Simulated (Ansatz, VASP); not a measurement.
# ZnS: VASP beside Ansatz, part 2 of 2

Aim: how closely do two programs agree when they are given the same cell, functional and k mesh? The cell is taken from a series of runs on this material, whose earlier steps may have relaxed, scaled, displaced or heated it; both programs get it as it stands.

VASP 6.6.1 and Ansatz 0.2.0.

So far: Starting point; VASP: zone-centre phonons, PBE, pair 1.

## Step 3: Ansatz: zone-centre phonons, PBE, pair 1

Level of this step: Ansatz beside VASP: Kohn-Sham DFT, plane waves, PBE (Ansatz).

Ansatz runs on its PAW soft_1 files.

The same cell, functional and mesh now go to Ansatz, which takes its cutoff from its data sets.

The input, input.yaml:

```yaml
crystal:
  lattice:
    - [0.0, 2.7035629739, 2.7035629739]
    - [2.7035629739, 0.0, 2.7035629739]
    - [2.7035629739, 2.7035629739, 0.0]
  atoms:
    - { symbol: S, position: [0.0, 0.0, 0.0] }
    - { symbol: Zn, position: [0.75, 0.75, 0.75] }
kpoints:
  mp_grid: { grid: [12, 12, 12] }
hamiltonian:
  xc: pbe
  pseudopotentials: { kind: paw, azcp: { folder: soft_1 } }
scf:
  occupations: { method: fixed }
output:
  eigenvalues: true
phonons:
  method: dfpt
  dielectric: true
  rigid_motions: translations
```

Launch:

```
> ansatz run input.yaml --threads 4 --pin off --max-ram 10240MiB --backend cpu --events-out ev --progress --plain --runs-dir out
```

Numbers of over 12 decimals in the logs are rounded to 6 here.

The log of the run:

```text
Engine: ansatz 0.2.0, aarch64-unknown-linux-gnu
Pseudopotentials: kind: paw
Pseudopotential: S, paw, valence charge 6, recommended cutoff 420 eV (normal), soft_1/S.paw.azcp
Pseudopotential: Zn, paw, valence charge 12, recommended cutoff 420 eV (normal), soft_1/Zn.paw.azcp
Functional definition: PBE
  parameter kappa = 0.804
  parameter beta = 0.066725
  exchange = pbe_x(kappa = kappa, mu = beta*pi^2/3)
  correlation = pbe_c(beta = beta)
Crystal: 2 atoms, lattice volume = 39.522 Å³
Basis set: ecut = 420 eV, 749 PW (Γ), exchange–correlation on 54×54×54 points (8 copies of the dense FFT grid, shifted against one another)
Bands: 13, of which v1, the nominal top of the filled ones, is band 9 counted from 1 (8 counted from 0)
Symmetry: 24 space group operations
k-points: 280 of 1728 (irreducible under 4 space group operations, time reversal used)
Non-local potential: S, projectors of the file, l = 0: 2, l = 1: 2, l = 2: 1
Non-local potential: Zn, projectors of the file, l = 0: 2, l = 1: 2, l = 2: 3, l = 3: 1
PAW form: soft (Blöchl's): semilocal exchange-correlation on the pseudo side does not see the compensation charge
PAW one-centre angular grid: S, 110 points (default); XC on 64 Gauss nodes
PAW one-centre angular grid: Zn, 590 points (default); XC on 64 Gauss nodes
Initial density: superposition of atomic densities (chi_scale 0.1, normalization cell, long waves kept (reshape's long-wave potential 0.00 eV rms))
Initial wavefunctions: pseudopotential atomic-orbital guess
Functional: x = pbe(κ = 0.804, μ = 0.219515), c = pbe(β = 0.066725)
SCF iter   1: F=—  HF=-4222.826338 eV  |F-HF|=—  |Δ(HF+E_count)|=         —  Δρ=4.13e-2  dr2=4.11e-1  ethr=3.10e-3  ⟨swp⟩=5.2  Hψ=21829  notcnv=0  defer=533
preconditioner: auto → none  [insulator: Δε(μ)=2.300 eV  Ē_g=12.543 eV  n_scr=14 (ndim 8)  ℏωp=25.1 eV  f_vac=0.000  ε∞_Penn≈5.0]
SCF iter   2: F=—  HF=-4222.743579 eV  |F-HF|=—  |Δ(HF+E_count)|=   8.28e-2  Δρ=1.44e-2  dr2=4.57e-2  ethr=2.28e-3  ⟨swp⟩=2.0  Hψ=8690  notcnv=0  defer=540
SCF iter   3: F=—  HF=-4222.735985 eV  |F-HF|=—  |Δ(HF+E_count)|=   7.59e-3  Δρ=1.05e-2  dr2=2.11e-2  ethr=2.54e-4  ⟨swp⟩=2.0  Hψ=6454  notcnv=0  defer=548
SCF iter   4: F=—  HF=-4222.732552 eV  |F-HF|=—  |Δ(HF+E_count)|=   3.43e-3  Δρ=2.46e-3  dr2=1.72e-3  ethr=1.17e-4  ⟨swp⟩=2.0  Hψ=8688  notcnv=0  defer=552
SCF iter   5: F=—  HF=-4222.732490 eV  |F-HF|=—  |Δ(HF+E_count)|=   6.16e-5  Δρ=6.32e-4  dr2=8.96e-5  ethr=9.54e-6  ⟨swp⟩=2.2  Hψ=6139  notcnv=0  defer=552
SCF iter   6: F=—  HF=-4222.732528 eV  |F-HF|=—  |Δ(HF+E_count)|=   3.76e-5  Δρ=9.77e-5  dr2=1.72e-6  ethr=4.98e-7  ⟨swp⟩=2.6  Hψ=6351  notcnv=0  defer=320
SCF iter   7: F=—  HF=-4222.732529 eV  |F-HF|=—  |Δ(HF+E_count)|=   9.38e-7  Δρ=1.22e-5  dr2=3.69e-8  ethr=9.56e-9  ⟨swp⟩=2.1  Hψ=5737  notcnv=0
SCF iter   8: F=—  HF=-4222.732529 eV  |F-HF|=—  |Δ(HF+E_count)|=   1.09e-8  Δρ=8.71e-7  dr2=2.66e-10  ethr=2.05e-10  ⟨swp⟩=2.0  Hψ=5905  notcnv=0
SCF iter   9: F=-4222.732529 eV  HF=-4222.732529 eV  |F-HF|=4.00e-11  |Δ(HF+E_count)|=  9.09e-11  Δρ=3.16e-7  dr2=1.73e-11  ethr=1.00e-12  ⟨swp⟩=9.1  Hψ=27257  notcnv=0
SCF 1 converged in 9 iterations: F = -4222.732529 eV  dr2 = 1.73e-11
  greatest PAW one-centre occupation: 0.983 electrons in one spin orbital (limit 2), on the Zn atom at site 1 (counted from 0), in its partial waves of l = 2
NSCF: frozen V_eff on 1 k-points
DFPT response loops at Γ: preconditioner auto → none (the input reference at scf.mixing.eps_inf says where Resta's filter doesn't serve); β = 0.50; Broyden in place of MSR1
── the response to a field inside a basis, on 12×12×12 k-points: an SCF that follows is theirs, and a resumed run solves both again ──
Bands: 10, of which v1, the nominal top of the filled ones, is band 9 counted from 1 (8 counted from 0)
k-points: 182 of 1728 (irreducible under 6 space group operations, time reversal used)
Initial density: handed on by an earlier stage of this run
Initial wavefunctions: pseudopotential atomic-orbital guess (no wavefunctions were taken with the density)
Eigensolver: Dense (182 Hₖ)
SCF iter   1: F=—  HF=-4222.732891 eV  |F-HF|=—  |Δ(HF+E_count)|=         —  Δρ=3.61e-4  dr2=1.86e-5  ethr=1.00e-1
preconditioner: auto → none  [insulator: Δε(μ)=2.259 eV  Ē_g=9.869 eV  n_scr=14 (ndim 8)  ℏωp=25.1 eV  f_vac=0.026  ε∞_Penn≈7.4]
SCF iter   2: F=—  HF=-4222.732886 eV  |F-HF|=—  |Δ(HF+E_count)|=   4.16e-6  Δρ=4.05e-4  dr2=2.78e-5  ethr=1.03e-7
SCF iter   3: F=—  HF=-4222.732902 eV  |F-HF|=—  |Δ(HF+E_count)|=   1.53e-5  Δρ=3.78e-4  dr2=3.31e-5  ethr=1.03e-7
SCF iter   4: F=-4222.732886 eV  HF=-4222.732886 eV  |F-HF|=1.64e-8  |Δ(HF+E_count)|=   1.62e-5  Δρ=1.70e-5  dr2=5.62e-8  ethr=1.03e-7
SCF 1 converged in 4 iterations: F = -4222.732886 eV  dr2 = 5.62e-8
DFPT response loops at Γ: mixed as the last ones told, above
SCF converged after 9 iterations
Free energy (F): -4222.732529 eV
Harris-Foulkes:  -4222.732529 eV  (|F-HF|=4.00e-11)
Internal energy: -4222.732529 eV  (E = F + TS)
E sigma→0 (E₀):  -4222.732529 eV
Fermi energy:    5.748076 eV
--- Per-component energies (eV) ---
  E_band       = 4.473945
  E_kinetic    = 253.232374
  E_local      = -2268.642754  (includes V_loc(G=0)·N_el)
  E_nonlocal   = 854.751533
  E_hartree    = 864.434791
  E_xc         = -167.376430
  E_vxc        = -133.761208  (∫ρ·V_xc dr)
  E_paw        = -2506.477097  (= ΣΔE_a)
  E_vpaw       = -429.975108  (= ΣTr[D̂ρ^β])
  E_aug_tail   = -0.000250  (compensation charges beyond the density's cutoff)
  E_ewald      = -1252.654695
  E_smearing   = -0.000000  (= −TS)
  E_closure    = -0.000000  (closes the sum)
  Σ components = -4222.732529   (vs F -4222.732529, Δ=0.00e0)
--- Band table (eV; the first three rows and the last of 280) ---
  k-point 0: bands = [... 5 lower, -0.0852, 5.7481, 5.7481, 5.7481, 7.8459, 12.1181, 12.1181, 12.1181]
  k-point 1: bands = [... 5 lower, -0.0862, 5.1608, 5.6796, 5.6796, 8.3127, 12.0442, 12.2388, 12.2388]
  k-point 2: bands = [... 5 lower, -0.0872, 4.0676, 5.5026, 5.5026, 8.9549, 12.1000, 12.5166, 12.5166]
  k-point 279: bands = [... 5 lower, 0.3131, 1.1658, 3.0071, 3.0426, 11.4387, 11.7566, 13.5951, 13.9429]
--- Phonons (Γ-DFPT): 2 representative perturbations + reference, on 280 of 1728 k-points (Σ response iterations 6) ---
  k mesh reduced under 4 symmetry operations, with k and −k counted as one. Each operation leaves every solved perturbation unchanged. A smaller set is not considered because the run solves the response to a homogeneous field
  ASR residual: 2.562e-4 → 0.000e0 eV/Å²; symmetrization residual: 4.590e-6 eV/Å²
  ASR residual per site (eV/Å²): 4.07e-5 2.56e-4
  Γ frequencies (cm⁻¹): 0.00 0.00 0.00 269.68 269.68 269.68
  ε∞ (high-frequency dielectric tensor):
        5.921975    -0.000000     0.000000
       -0.000000     5.921975     0.000000
        0.000000     0.000000     5.921975
  ε⁰ (static dielectric tensor: ions relaxed, cell fixed):
        9.074566    -0.000000    -0.000000
       -0.000000     9.074566    -0.000000
       -0.000000    -0.000000     9.074566
  ε⁰ − ε∞ (ionic part):
        3.152591     0.000000    -0.000000
        0.000000     3.152591    -0.000000
       -0.000000    -0.000000     3.152591
  softest optical mode at Γ: 269.68 cm⁻¹; the repairs (sum rule, projections) moved no ω² at Γ by more than (1.14 cm⁻¹)²
  Born effective charges Z* (e; rows j = field, columns β = displacement):
    site 0:
        -1.99036    0.00000   -0.00000
        -0.00000   -1.99036   -0.00000
         0.00000   -0.00000   -1.99036
    site 1:
         1.99036   -0.00000    0.00000
         0.00000    1.99036    0.00000
        -0.00000    0.00000    1.99036
  Z* charge neutrality: 3.401e-4 e pre-enforcement
  solved inside a basis spanned on kpoints, on 12×12×12 k-points, its susceptibility summed on 16×16×16: ε∞ is read to err by 1.5e-2, Z* by 1.3e-2 e (field_mesh: kpoints solves on kpoints); Z* is corrected for what the basis lacks
  optical modes at Γ without the LO–TO term, one row a degenerate level:
      ω (cm⁻¹)  modes    IR ((D/Å)²/amu)
        269.68      3            12.7461
  optical modes at Γ + LO–TO along q̂ = [1.0000, 0.0000, 0.0000]:
      ω (cm⁻¹)  modes    IR ((D/Å)²/amu)
        269.68      2             8.4974
        333.84      1             4.2487
  optical modes at Γ + LO–TO along q̂ = [0.0000, 1.0000, 0.0000]:
      ω (cm⁻¹)  modes    IR ((D/Å)²/amu)
        269.68      2             8.4974
        333.84      1             4.2487
  optical modes at Γ + LO–TO along q̂ = [0.0000, 0.0000, 1.0000]:
      ω (cm⁻¹)  modes    IR ((D/Å)²/amu)
        269.68      2             8.4974
        333.84      1             4.2487
```

The column dr2 measures how far the density is from self-consistency, as an energy; F and HF (Harris–Foulkes) agree once it is small.

## Step 4: Differences

Known differences besides the potentials themselves: fixed occupations in Ansatz, narrow Gaussian smearing in VASP; VASP's response is taken on the typed mesh, Ansatz refines its own for the field response alone; the cutoff is 420 eV in Ansatz and 500 eV in VASP. Total energies have different zeros and are not compared.

The two programs side by side:

```csv
quantity,Ansatz,VASP,difference
ε∞ xx,5.92,5.91,+0.16 %
ε∞ yy,5.92,5.91,+0.16 %
ε∞ zz,5.92,5.91,+0.16 %
Born charge of S1 (mean of the diagonal) (e),-1.99,-2.01,+0.02
Born charge of Zn2 (mean of the diagonal) (e),1.99,2.01,-0.02
optical mode 1 to 3 (cm⁻¹),269.7,270.4,-0.27 %
```

Modes are paired by rising frequency, not by their patterns, so a pair may set unlike modes beside each other; they are those without the splitting of longitudinal modes.

## Step 5: VASP: zone-centre phonons, PBE, pair 2

Second derivatives magnify differences that forces hide, and they need a tight electronic threshold. The cell compared in this pair holds 39.93 Å³, against 39.52 Å³ for the pair before.

The input, INCAR:

```
SYSTEM = ZnS
PREC = Accurate
ENCUT = 500
EDIFF = 1E-08
NELM = 120
ISMEAR = 0
SIGMA = 0.01
LREAL = .FALSE.
ALGO = Normal
GGA = PE
NBANDS = 15
LORBIT = 11
LWAVE = .FALSE.
LCHARG = .FALSE.
ISIF = 2
IBRION = 8
LEPSILON = .TRUE.
LASPH = .TRUE.
GGA_COMPAT = .FALSE.
EFERMI = MIDGAP
KPAR = 2
```

The input, POSCAR:

```
ZnS
1.0
    0.0000000000      2.7127276643      2.7127276643
    2.7127276643      0.0000000000      2.7127276643
    2.7127276643      2.7127276643      0.0000000000
S Zn
1 1
Direct
    0.0000000000      0.0000000000      0.0000000000
    0.7500000000      0.7500000000      0.7500000000
```

The input, KPOINTS:

```
Automatic mesh
0
Gamma
12 12 12
0 0 0
```

Potentials, in the order of the species: S and Zn (PBE family, release 64).

Launch:

```
> mpirun -np 2 vasp_std
```

The log of the run:

```text
[... set-up lines as in an earlier step ...]
 entering main loop
       N       E                     dE             d eps       ncg     rms          rms(c)
DAV:   1     0.810191929256E+02    0.81019E+02   -0.84131E+03  2160   0.137E+03
DAV:   2    -0.185225829752E+01   -0.82871E+02   -0.77987E+02  2412   0.262E+02
DAV:   3    -0.721899475325E+01   -0.53667E+01   -0.53367E+01  2699   0.636E+01
DAV:   4    -0.727734813326E+01   -0.58353E-01   -0.58334E-01  2531   0.689E+00
[...]
DAV:  12    -0.685105627274E+01   -0.86181E-06   -0.38314E-06  2861   0.229E-02    0.401E-03
DAV:  13    -0.685105625573E+01    0.17007E-07   -0.73603E-07  2448   0.994E-03    0.223E-03
DAV:  14    -0.685105624744E+01    0.82930E-08   -0.75871E-08  2790   0.237E-03
   1 F= -.68510562E+01 E0= -.68510562E+01  d E =0.000000E+00
 Linear response reoptimize wavefunctions to high precision
DAV:   1    -0.685105625888E+01   -0.11434E-07   -0.17645E-09  2013   0.913E-04
DAV:   2    -0.685105625891E+01   -0.33197E-10   -0.29873E-10  1542   0.148E-04
 Linear response G [H, r] |phi>, progress :
  Direction:   1
[...]
RMM:  12    -0.105781347234E+00    0.77413E-08    0.33452E-09 14280   0.623E-06    0.698E-07
 first order change of Fermi-energy   0.29961E+00
 force on displaced ion       1 direction 1 :  -5.586  -0.000  -0.000
 Born effective charge ion    1 direction 1 :  -2.022   0.000   0.000
 Linear response progress:
  Degree of freedom:   2/  2
       N       E                     dE             d eps       ncg     rms          rms(c)
RMM:   1    -0.211497489698E+00   -0.21150E+00   -0.95369E-03 11847   0.205E+00
RMM:   2    -0.209716912412E+00    0.17806E-02   -0.27745E-03 13491   0.413E-01    0.111E-01
RMM:   3    -0.209432183818E+00    0.28473E-03   -0.48962E-05 15836   0.609E-02    0.656E-02
RMM:   4    -0.209031386942E+00    0.40080E-03   -0.12390E-05 15478   0.293E-02    0.292E-03
[...]
RMM:  10    -0.209018235684E+00   -0.42065E-07    0.38506E-10 16805   0.178E-05    0.376E-06
RMM:  11    -0.209018255387E+00   -0.19703E-07   -0.37012E-10 15952   0.102E-05    0.689E-07
RMM:  12    -0.209018254883E+00    0.50401E-09   -0.13960E-10 11054   0.369E-06    0.332E-07
 first order change of Fermi-energy  -0.29936E+00
 force on displaced ion       2 direction 1 :  -5.572   0.000   0.000
 Born effective charge ion    2 direction 1 :   2.022   0.000   0.000
 Born effective charges drift removed
 Linear response finished
```

From OUTCAR (step 5):

```text
  Total        0.2154981      0.2154981      0.2154981      0.0000000      0.0000000      0.0000000
  in kB        8.6477976      8.6477976      8.6477976      0.0000000      0.0000000      0.0000000
  external PRESSURE =       8.6477976 kB  Pullay stress =       0.0000000 kB

 POSITION                                       TOTAL-FORCE (eV/Angst)
 -----------------------------------------------------------------------------------
      0.00000      0.00000      0.00000        -0.000000     -0.000000     -0.000000
      4.06909      4.06909      4.06909         0.000000      0.000000      0.000000
 -----------------------------------------------------------------------------------
    total drift:                                0.000000      0.000000      0.000000

 MACROSCOPIC STATIC DIELECTRIC TENSOR (including local field effects in DFT)
 ------------------------------------------------------
           5.919679    -0.000000     0.000000
           0.000000     5.919679    -0.000000
          -0.000000     0.000000     5.919679
 ------------------------------------------------------

 MACROSCOPIC STATIC DIELECTRIC TENSOR IONIC CONTRIBUTION
 ------------------------------------------------------
           3.320680     0.000000     0.000000
           0.000000     3.320680     0.000000
           0.000000     0.000000     3.320680
 ------------------------------------------------------

[... 1 part as in an earlier step ...]

[... 1 further part left out ...]
```

## Step 6: Ansatz: zone-centre phonons, PBE, pair 2

The same cell, functional and mesh now go to Ansatz, which takes its cutoff from its data sets.

The cell is taken from a series of runs on this material, whose earlier steps may have relaxed, scaled, displaced or heated it; both programs get it as it stands.

input.yaml, the sections that differ from step 3:

```yaml
crystal:
  lattice:
    - [0.0, 2.7127276643, 2.7127276643]
    - [2.7127276643, 0.0, 2.7127276643]
    - [2.7127276643, 2.7127276643, 0.0]
  atoms:
    - { symbol: S, position: [0.0, 0.0, 0.0] }
    - { symbol: Zn, position: [0.75, 0.75, 0.75] }
# kpoints, hamiltonian, scf, output, phonons: as in step 3
```

Launch:

```
> ansatz run input.yaml --threads 4 --pin off --max-ram 10240MiB --backend cpu --events-out ev --progress --plain --runs-dir out
```

The log of the run:

```text
[...]
Crystal: 2 atoms, lattice volume = 39.925 Å³
Basis set: ecut = 420 eV, 749 PW (Γ), exchange–correlation on 54×54×54 points (8 copies of the dense FFT grid, shifted against one another)
Bands: 13, of which v1, the nominal top of the filled ones, is band 9 counted from 1 (8 counted from 0)
Symmetry: 24 space group operations
k-points: 280 of 1728 (irreducible under 4 space group operations, time reversal used)
[...]
optical modes at Γ + LO–TO along q̂ = [1.0000, 0.0000, 0.0000]:
      ω (cm⁻¹)  modes    IR ((D/Å)²/amu)
[...]
optical modes at Γ + LO–TO along q̂ = [0.0000, 1.0000, 0.0000]:
      ω (cm⁻¹)  modes    IR ((D/Å)²/amu)
        264.87      2             8.6145
        330.11      1             4.3072
  optical modes at Γ + LO–TO along q̂ = [0.0000, 0.0000, 1.0000]:
      ω (cm⁻¹)  modes    IR ((D/Å)²/amu)
        264.87      2             8.6145
        330.11      1             4.3072
[key lines of the parts left out:]
SCF converged after 9 iterations
Free energy (F): -4222.735261 eV
Fermi energy:    5.617357 eV
```

## Step 7: Differences

Compared:

```csv
quantity,Ansatz,VASP,difference
ε∞ xx,5.93,5.92,+0.15 %
ε∞ yy,5.93,5.92,+0.15 %
ε∞ zz,5.93,5.92,+0.15 %
Born charge of S1 (mean of the diagonal) (e),-2.00,-2.02,+0.02
Born charge of Zn2 (mean of the diagonal) (e),2.00,2.02,-0.02
optical mode 1 to 3 (cm⁻¹),264.9,265.6,-0.28 %
```

Modes are paired by rising frequency, not by their patterns, so a pair may set unlike modes beside each other; they are those without the splitting of longitudinal modes.

## Step 8: Outcome

```yaml
r_m_s_difference_of_the_optical_zone_centre_modes_each_program_s_sorted_by_frequency_zone_centre_phonons_pbe_pair_1: 0.73 cm⁻¹
r_m_s_difference_of_the_optical_zone_centre_modes_each_program_s_sorted_by_frequency_zone_centre_phonons_pbe_pair_2: 0.73 cm⁻¹
```

**Reading.** The r.m.s. difference of the optical zone-centre modes, each program's sorted by frequency is 0.73 cm⁻¹ (zone-centre phonons, PBE, pair 1). How closely two codes agree says nothing of how well the functional describes the real material.

[Lines on the potential files, build, host, timing and source positions are cut from VASP's logs without a mark.]

[Logs are printed without paths, hosts, clocks, repeated set-up lines and the standing remarks that a program may print on its own settings, such as how far it seeks lower states.]

[Hosts, paths, dates, database ids (printed as entryN), source tags and the programs' standing remarks are cut or masked in the printed files.]
